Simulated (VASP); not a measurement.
Given:

```
AgI
1.0
    0.00000     2.79928     2.79928
    2.79928     0.00000     2.79928
    2.79928     2.79928     0.00000
Ag I
1 1
Direct
  0.00000   0.00000   0.00000
  0.25000   0.25000   0.25000
```

All values below come from PBEsol GGA, VASP's PBE PAW potentials (set 64) (plane waves; VASP 6.6.1). Numerical set-up: 500 eV cut-off, 8×8×8 Γ-centred mesh, Gaussian smearing of 0.050 eV, potentials Ag I.

Unless said otherwise, spin-orbit coupling is left out, though it shifts the bands of the heavy elements here.

Question: Predict the energy per atom (σ→0), pressure, band gap (on the k-mesh) with the smallest direct gap where there is one.

Answer: 
The band gap (on the k-mesh) is 1.23 eV. The smallest direct gap (on the k-mesh) is 1.23 eV and the energy per atom (σ→0) is -161.8 kJ/mol of atoms. The pressure is 45.09 GPa.

Total energies compare only between runs with the same potentials, cut-off and functional.

The compound is AgI in the zinc blende structure, whereas wurtzite is the usual form. It was relaxed first under an external pressure of 45 GPa.
